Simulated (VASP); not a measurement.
Consider the following.

```yaml
crystal:
  lattice:
    - [5.86008, 0.00000, 0.00000]
    - [0.00000, 5.86008, 0.00000]
    - [0.00000, 0.00000, 5.86008]
  atoms:
    - { symbol: Cs, position: [0.00000, 0.00000, 0.00000] }
    - { symbol: Pb, position: [0.50000, 0.50000, 0.50000] }
    - { symbol: Br, position: [0.50000, 0.00000, 0.50000] }
    - { symbol: Br, position: [0.00000, 0.50000, 0.50000] }
    - { symbol: Br, position: [0.50000, 0.50000, 0.00000] }
```

Calculation: rev-vdW-DF2, VASP's PBE PAW potentials (set 64) (plane waves; VASP). Settings: 520 eV cut-off, 4×4×4 Γ-centred mesh, Gaussian smearing of 0.050 eV, potentials Cs_sv Pb_d Br.

Unless said otherwise, spin-orbit coupling is left out, though it shifts the bands of the heavy elements here.

Problem. What does the run give for the energy per atom (σ→0), band gap (on the k-mesh) with the smallest direct gap where there is one?

Solution. 
```json
{
 "band gap (on the k-mesh)": "1.51 eV",
 "smallest direct gap (on the k-mesh)": "1.51 eV",
 "energy per atom (σ→0)": "-1.172 eV/atom"
}
```

The compound is CsPbBr3 in the cubic perovskite structure, the ideal cubic form; the compound distorts at low or room temperature. This cell is one point of a volume scan, at 0.97 of the reference volume.
